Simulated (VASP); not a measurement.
Input:

Space group Fm-3m (No. 225); a = 6.009 Å, b = 6.009 Å, c = 6.009 Å, α = 90.00°, β = 90.00°, γ = 90.00°

```tsv
atom	site	symmetry	x	y	z
Pb	4a	m-3m	0.0000	0.0000	0.0000
S	4b	m-3m	0.5000	0.5000	0.5000
```
(The calculation used a cell of 2 atoms; values per cell refer to that cell.)

Method: PBE GGA, VASP's PBE PAW potentials (set 64) (plane waves; VASP). Run with 520 eV cut-off, 8×8×8 Γ-centred mesh, Gaussian smearing of 0.050 eV, potentials Pb_d S.

**Question.** Give the energy at these volumes per atom, relative to the lowest: 25.44, 26.26, 27.07, 27.88, 28.69 Å³.

**Answer.** 19.1, 4.8, 0.0, 3.3, 13.6 meV/atom. A third-order Birch-Murnaghan fit gives B0 = 52.8 GPa and B0′ = 4.4.

Measured: a 5.914 Å at 120 K (computed value off by +1.6 %), as given by Noda, Masumoto, Ohba, Saito, Toriumi, Iwata, Shibuya, Acta Cryst. C 43, 1443 (1987), by a structure database's card. The calculation is for a static lattice, while the measured a holds thermal and zero-point effects, which are part of the difference.

The compound is PbS in the rock salt structure. It was relaxed first.
